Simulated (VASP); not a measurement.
Input:

```yaml
crystal:
  lattice:
    - [0.00000, 2.29992, 2.29992]
    - [2.29992, 0.00000, 2.29992]
    - [2.29992, 2.29992, 0.00000]
  atoms:
    - { symbol: Hf, position: [0.00000, 0.00000, 0.00000] }
    - { symbol: C, position: [0.50000, 0.50000, 0.50000] }
```

Level of theory: AM05 GGA, VASP's PBE PAW potentials (set 64) (plane waves; VASP). Numerical set-up: 520 eV cut-off, Gaussian smearing of 0.050 eV, potentials Hf_pv C.

Unless said otherwise, spin-orbit coupling is left out, though it shifts the bands of the heavy elements here.

Task: Predict the band gap (along the path) with the smallest direct gap where there is one.

Result: 
```yaml
band gap (along the path): none (metal, semimetal or under 0.01 eV)
```

Only differences to runs with the same potentials and settings are physical.

The compound is HfC in the rock salt structure. It was relaxed first.
